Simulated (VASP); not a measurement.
Nb₂Zr₂C₄ (ordered alloy cell): computed properties

Computed with PBEsol GGA, VASP's PBE PAW potentials (set 64) (plane waves; VASP).

```
Property                                                                                 Value
----------------------------------  ----------------------------------------------------------
space group                                                                         R-3m (166)
cell                                a = b = 3.221 Å, c = 31.559 Å, α = β = 90.00°, γ = 120.00°
volume per atom                                                                  11.81 Å³/atom
band gap (over mesh and band path)                    none (metal, semimetal or under 0.01 eV)
density                                                                             7.31 g/cm³
```

```yaml
crystal:
  lattice:
    - [0.00000, 2.27752, 2.27752]
    - [2.27752, 0.00000, 2.27752]
    - [9.11030, 9.11030, -0.00021]
  atoms:
    - { symbol: Zr, position: [0.00618, 0.00618, 0.99537] }
    - { symbol: Zr, position: [0.99382, 0.99382, 0.25463] }
    - { symbol: C, position: [0.50000, 0.50000, 0.12500] }
    - { symbol: C, position: [0.48556, 0.48556, 0.38583] }
    - { symbol: C, position: [0.50000, 0.50000, 0.62500] }
    - { symbol: C, position: [0.51444, 0.51444, 0.86417] }
    - { symbol: Nb, position: [0.99167, 0.99167, 0.50625] }
    - { symbol: Nb, position: [0.00833, 0.00833, 0.74375] }
```

The structure was generated: Nb2Zr2C4 was put into an ordered model structure (R-3m), which need not be its known phase. It was relaxed first. Symmetry was kept, so distortions that lower it aren't found.
